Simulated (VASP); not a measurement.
Computed with PBE GGA, VASP's PBE PAW potentials (set 64) (plane waves; VASP 6.6.1).

VASP input:

### KPOINTS
```
Regular mesh
0
gamma
 6 6 6
```

POSCAR:
```
BaF2
1
    0.0000000000     3.1620000000     3.1620000000
    3.1620000000     0.0000000000     3.1620000000
    3.1620000000     3.1620000000     0.0000000000
Ba F
1 2
Direct
  0.0000000000   0.0000000000   0.0000000000
  0.2500000000   0.2500000000   0.2500000000
  0.7500000000   0.7500000000   0.7500000000
```

### INCAR
```
NELM  =  100   ! most electronic steps
SYSTEM  =  BaF2
PREC  =  Accurate
LASPH  =  T
EDIFF  =  1E-6
LREAL  =  F
SIGMA  =  0.05
ENCUT  =  520
GGA  =  PE   ! PBE
LWAVE  =  F
ISMEAR  =  0   ! Gaussian
LCHARG  =  F
ALGO  =  All
ISIF  =  2   ! forces and stress, cell fixed
LMAXMIX  =  4   ! l cut-off of mixed one-centre charges
```

POTCAR, in this order: Ba_sv F (PBE.64 set). Program: vasp_std.

Problem. What does the run give for the energy per atom (σ→0), pressure?

Solution. 
```json
{
  "energy per atom (σ→0)": "-5.709 eV/atom",
  "pressure": "-10.2 kbar"
}
```

OSZICAR:
```
...
CGA:  13    -0.171265802843E+02   -0.19324E-03   -0.19287E-03   256   0.204E-03   0.229E-05
CGA:  14    -0.171266749303E+02   -0.94646E-04   -0.94986E-04   256   0.799E-04  -0.162E-05
CGA:  15    -0.171267088652E+02   -0.33935E-04   -0.33966E-04   256   0.255E-04  -0.207E-06
CGA:  16    -0.171267184284E+02   -0.95632E-05   -0.96548E-05   256   0.108E-04  -0.101E-05
CGA:  17    -0.171267217504E+02   -0.33220E-05   -0.33263E-05   256   0.406E-05  -0.203E-06
CGA:  18    -0.171267235321E+02   -0.17817E-05   -0.18448E-05   256   0.175E-05  -0.391E-06
CGA:  19    -0.171267242407E+02   -0.70861E-06   -0.69198E-06   256   0.672E-06   0.138E-06
   1 F= -.17126724E+02 E0= -.17126724E+02  d E =-.706655E-12
```

The compound is BaF2 in the fluorite structure. The cell was not relaxed at this level. The run is one of a series of settings (ALGO = All against the base run), some of them coarse on purpose.
